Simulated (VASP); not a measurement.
MoSi$_{2}$ (MoSi2 type) is relaxed at rising pressure, each step from the one before. Symmetry mostly holds the structure type, and other phases were not tried. The mesh follows the cell, and a change of mesh leaves a small step in the series.

Input:

```cif
data_Mo2Si4
_chemical_formula_sum 'Si4 Mo2'
_space_group_name_H-M_alt 'I4/mmm'
_space_group_IT_number 139
_space_group_name_Hall '-I 4 2'
_cell_length_a 3.21792
_cell_length_b 3.21792
_cell_length_c 7.87403
_cell_angle_alpha 90.000
_cell_angle_beta 90.000
_cell_angle_gamma 90.000
loop_
_atom_site_label
_atom_site_type_symbol
_atom_site_symmetry_multiplicity
_atom_site_Wyckoff_symbol
_atom_site_fract_x
_atom_site_fract_y
_atom_site_fract_z
_atom_site_occupancy
Si1 Si 4 e 0.00000 0.00000 0.33508 1
Mo1 Mo 2 a 0.00000 0.00000 0.00000 1
```
(The calculation used a cell of 3 atoms; values per cell refer to that cell.)

All values below come from PBE GGA, VASP's PBE PAW potentials (set 64) (plane waves; VASP). Numerical set-up: 500 eV cut-off, 13×13×13 Γ-centred mesh, first-order Methfessel-Paxton smearing of 0.10 eV, potentials Si Mo_sv.

```json
[
 {"P (GPa)": "0", "V (Å³/atom)": "13.59", "H − H(0) (eV/atom)": "0.000", "space group": "I4/mmm", "gap on the mesh (eV)": "0.00", "k-mesh": "13×13×13"},
 {"P (GPa)": "5", "V (Å³/atom)": "[?]", "H − H(0) (eV/atom)": "[?]", "space group": "I4/mmm", "gap on the mesh (eV)": "0.00", "k-mesh": "13×13×13"},
 {"P (GPa)": "10", "V (Å³/atom)": "13.00", "H − H(0) (eV/atom)": "0.829", "space group": "I4/mmm", "gap on the mesh (eV)": "0.00", "k-mesh": "13×13×13"},
 {"P (GPa)": "20", "V (Å³/atom)": "[?]", "H − H(0) (eV/atom)": "[?]", "space group": "I4/mmm", "gap on the mesh (eV)": "0.00", "k-mesh": "14×14×14"},
 {"P (GPa)": "30", "V (Å³/atom)": "12.11", "H − H(0) (eV/atom)": "2.394", "space group": "I4/mmm", "gap on the mesh (eV)": "0.00", "k-mesh": "14×14×14"},
 {"P (GPa)": "45", "V (Å³/atom)": "11.62", "H − H(0) (eV/atom)": "3.505", "space group": "I4/mmm", "gap on the mesh (eV)": "0.00", "k-mesh": "14×14×14"}
]
```

**Question.** Fill in the missing entries.

**Answer.** 
- 20, V (Å³/atom): 12.52
- 20, H − H(0) (eV/atom): 1.625
- 5, V (Å³/atom): 13.27
- 5, H − H(0) (eV/atom): 0.419

Pressures at which the relaxation failed are left out.

The compound is MoSi2 in the MoSi2 type structure.
